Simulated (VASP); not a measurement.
Level of theory: optB86b-vdW, VASP's PBE PAW potentials (set 64) (plane waves; VASP).

A VASP calculation is set up with these files.

**POSCAR**
```
BaF2
1
    0.0000000000     3.1100259483     3.1100259483
    3.1100259483    -0.0000000000     3.1100259483
    3.1100259483     3.1100259483     0.0000000000
Ba F
1 2
Direct
  0.0000000000   0.0000000000   0.0000000000
  0.2500000000   0.2500000000   0.2500000000
  0.7500000000   0.7500000000   0.7500000000
```

File KPOINTS:
```
Automatic mesh
0
Gamma
6 6 6
0 0 0
```

**INCAR**
```
! general
SYSTEM   = BaF2
PREC     = Accurate
ENCUT    = 520
LREAL    = .FALSE.   ! projection in real space or not
LASPH    = .TRUE.

! electronic loop
EDIFF    = 1E-6   ! SCF stop (eV)
NELM     = 100   ! most electronic steps
ALGO     = Normal   ! blocked Davidson
LMAXMIX  = 4

! smearing
ISMEAR   = 0
SIGMA    = 0.05   ! width (eV)

! functional
GGA      = MK
LUSE_VDW = .TRUE.
AGGAC    = 0.0
PARAM1   = 0.1234
PARAM2   = 1.0

! ions
IBRION   = 2   ! conjugate gradients
NSW      = 60
ISIF     = 3   ! ions, shape and volume
EDIFFG   = -0.02   ! ionic stop

! output
LWAVE    = .FALSE.
LCHARG   = .FALSE.
```

POTCAR, in this order: Ba_sv F (PBE.64 set). Program: vasp_std.

Task: Estimate the energy per atom (σ→0).

Result: 
The energy per atom (σ→0) is -3.795 eV/atom.

**OSZICAR**
```
...
DAV:   7    -0.113770038661E+02    0.15585E-01   -0.35895E-01   640   0.554E+00    0.220E+00
DAV:   8    -0.113785885111E+02   -0.15846E-02   -0.59342E-02   544   0.299E+00    0.284E-01
DAV:   9    -0.113836798078E+02   -0.50913E-02   -0.12350E-02   560   0.819E-01    0.142E-01
DAV:  10    -0.113851148338E+02   -0.14350E-02   -0.24202E-03   512   0.398E-01    0.390E-02
DAV:  11    -0.113851185831E+02   -0.37494E-05   -0.30360E-04   720   0.137E-01    0.208E-02
DAV:  12    -0.113851212208E+02   -0.26377E-05   -0.52032E-05   512   0.569E-02    0.284E-03
DAV:  13    -0.113851215509E+02   -0.33013E-06   -0.17389E-06   632   0.963E-03
   1 F= -.11385122E+02 E0= -.11385122E+02  d E =-.113851E+02
```

The compound is BaF2 in the fluorite structure. It was relaxed first. The start is the result of an earlier pass.
